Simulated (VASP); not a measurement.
Data:

```xyz
1
Lattice="-2.0553 2.0553 2.0553 2.0553 -2.0553 2.0553 2.0553 2.0553 -2.0553" Properties=species:S:1:pos:R:3 pbc="T T T"
La     0.0000     0.0000     0.0000
```

All values below come from PBEsol GGA, VASP's PBE PAW potentials (set 64) (plane waves; VASP 6.6.1). Settings: 400 eV cut-off, Gaussian smearing of 0.050 eV, potentials La.

**Question.** Give the energies of bands 5 to 8 at the high-symmetry points, in eV from the Fermi level.

**Answer.** 
```tsv
band	Γ	H	N	P
5	-3.17	-2.07	-1.92	0.58
6	1.56	-2.07	-0.26	0.58
7	1.58	1.81	1.64	0.58
8	1.63	2.01	1.78	1.98
```

It has no gap at this level: it comes out as a metal or semimetal.

The structure was generated: La was put into the bcc type (Im-3m), which need not be its known phase. It was relaxed first, which changed the volume by -7 %.
